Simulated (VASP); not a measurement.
A run of VASP 6.6.1:

Contents of POSCAR:

```
CoC23                                   
1.0
    0.0000000000      5.3503200000      5.3503200000
    3.5668800000      0.0000000000      3.5668800000
    3.5668800000      3.5668800000      0.0000000000
  Co              C             
     1    23
Direct
     0.9878476403487173    0.0049593300314125    0.0020533564427051
     0.0035531218769214    0.0002490914613678    0.4939023413346967
     0.0035119759204198    0.4970045869105120    0.9973360023087092
     0.0045597664325952    0.4965693937557836    0.4937867818091033
     0.3329417354921900    0.0020489777192848    0.9993164555465434
     0.3397686622370288    0.9978867889695974    0.4890088729895294
     0.3398835339681217    0.4916126669084846    0.9952607361898697
     0.3340070472018436    0.4997498337682955    0.4971031331500487
     0.6668460989475973    0.9981103504614416    0.9952743976210872
     0.6604394305660513    0.0015507457939518    0.5045111283555771
     0.6605393568058398    0.5071946290560274    0.9988435891809085
     0.6685462425686007    0.4988406453607014    0.4961136214343395
     0.0960992722090573    0.1374846704001351    0.1344344705618115
     0.1006174706154266    0.1348052187984143    0.5751741921716713
     0.1006626494907130    0.5780728217503295    0.1320277422294050
     0.0863583913126749    0.6235764843247006    0.6206150260927260
     0.4262285610627238    0.1169559607491584    0.1142733694979648
     0.4130178610639934    0.1245654894883434    0.6286209383897696
     0.4131250655906333    0.6313012836427109    0.1218882830357443
     0.4193009204562929    0.6228327960061945    0.6202436432212957
     0.7033031397034035    0.1493615921017358    0.1467034806224493
     0.7521534741612531    0.1252465824923577    0.6205238555485726
     0.7521155993572196    0.6233969479254817    0.1225353728357398
     0.7502899826106977    0.6242481121235713    0.6215672094297250
```

File INCAR.step1:

```
SYSTEM = CoC23
ALGO     = Normal         ! electronic algorithm
EDIFF    = 1E-5           ! SCF threshold, eV
ENCUT    = 450            ! plane-wave cutoff, eV
GGA      = PE             ! functional
ISIF     = 2              ! what is computed and relaxed
ISMEAR   = 0              ! smearing method
ISPIN    = 2              ! spin polarisation
ISYM     = -1           
KPAR     = 2            
LASPH    = .TRUE.         ! aspherical terms in the spheres
LCHARG   = .FALSE.        ! write CHGCAR
LMAXMIX  = 4              ! l up to which the mixer works
LORBIT   = 11             ! projections on sites
LREAL    = Auto         
LWAVE    = .TRUE.         ! write WAVECAR
MAGMOM   = 5 0 0 0 0 0 0 0 0 0 0 0 0 0 0 0 0 0 0 0 0 0 0 0 ! initial moments
NELM     = 70             ! most SCF steps
NKRED    = 2            
NUPDOWN  = 5              ! fixed moment
PREC     = Accurate       ! precision mode
SIGMA    = 0.03           ! smearing width, eV
TIME     = 0.4
```

File INCAR.step2:

```
SYSTEM = CoC23
ALGO     = Damped         ! electronic algorithm
EDIFF    = 1E-4           ! SCF threshold, eV
ENCUT    = 450            ! plane-wave cutoff, eV
GGA      = PE             ! functional
HFSCREEN = 0.2            ! screening, 1/A
ISIF     = 2              ! what is computed and relaxed
ISMEAR   = 0              ! smearing method
ISPIN    = 2              ! spin polarisation
ISTART   = 1            
ISYM     = -1           
KPAR     = 2            
LASPH    = .TRUE.         ! aspherical terms in the spheres
LCHARG   = .FALSE.        ! write CHGCAR
LHFCALC  = .TRUE.         ! exact exchange
LMAXMIX  = 4              ! l up to which the mixer works
LORBIT   = 11             ! projections on sites
LREAL    = Auto         
LWAVE    = .FALSE.        ! write WAVECAR
MAGMOM   = 5 0 0 0 0 0 0 0 0 0 0 0 0 0 0 0 0 0 0 0 0 0 0 0 ! initial moments
NELM     = 70             ! most SCF steps
NKRED    = 2            
NUPDOWN  = 5              ! fixed moment
PREC     = Accurate       ! precision mode
PRECFOCK = Fast         
SIGMA    = 0.03           ! smearing width, eV
TIME     = 0.4
```

KPOINTS

```
k-points
0
G
  2 2 2
  0 0 0
```

Potentials or basis: VASP PAW PBE potentials, release 64 (Co, C).

Run with:

```bash
$ cat potpaw_PBE.64/Co/POTCAR potpaw_PBE.64/C/POTCAR > POTCAR
$ cp INCAR.step1 INCAR
$ mpirun -np 4 vasp_std > vasp.out
$ cp INCAR.step2 INCAR
$ mpirun -np 4 vasp_std > vasp.out
```

Hardware: 4 MPI ranks on Intel(R) Xeon(R) 6975P-C (Granite Rapids) (shared host).

Problem. Estimate the wall time of this run.

Solution. It took 5.8 min on 4 MPI ranks on Intel(R) Xeon(R) 6975P-C (Granite Rapids), with other jobs on the host, peak memory 0.43 GiB a rank. Counts: scf iterations 44, k points 8.
